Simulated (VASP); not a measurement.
Data:

```xyz
6
Lattice="4.6150 0.0000 0.0000 0.0000 4.6150 0.0000 0.0000 0.0000 2.9606" Properties=species:S:1:pos:R:3 pbc="T T T"
Ti     0.0000     0.0000     0.0000
Ti     2.3075     2.3075     1.4803
O      1.4040     1.4040     2.9606
O      3.7115     0.9035     1.4803
O      0.9035     3.7115     1.4803
O      3.2110     3.2110     0.0000
```

Level of theory: rev-vdW-DF2, VASP's PBE PAW potentials (set 64) (plane waves; VASP). Numerical set-up: 520 eV cut-off, Gaussian smearing of 0.050 eV, potentials Ti_sv O.

Give the energies of bands 14 to 27 at the high-symmetry points, in eV from the valence-band maximum.

```
band      Γ      X      M      Z      R      A
----  -----  -----  -----  -----  -----  -----
14    -5.29  -4.87  -5.47  -4.45  -5.01  -4.69
15    -4.90  -3.71  -3.83  -3.68  -3.97  -4.53
16    -3.77  -3.71  -3.83  -3.68  -3.97  -4.53
17    -3.77  -3.23  -2.84  -3.59  -3.25  -3.50
18    -2.55  -3.23  -2.84  -3.59  -3.25  -3.50
19    -2.55  -3.04  -2.18  -2.77  -2.37  -2.74
20    -1.96  -3.04  -2.18  -2.77  -2.37  -2.74
21    -0.70  -1.62  -1.29  -2.35  -2.02  -1.28
22    -0.46  -1.62  -1.29  -2.35  -2.02  -1.28
23    -0.46  -0.73  -1.08  -1.42  -1.03  -0.68
24     0.00  -0.73  -1.08  -1.42  -1.03  -0.68
25     1.80   2.45   1.83   2.90   1.85   2.53
26     2.08   2.45   1.83   2.90   1.85   2.53
27     2.34   2.95   2.46   3.12   3.13   3.13
```

The gap is direct, 1.80 eV, from the valence maximum at Γ to the conduction minimum at Γ.

The compound is TiO2 in the rutile structure. It was relaxed first.
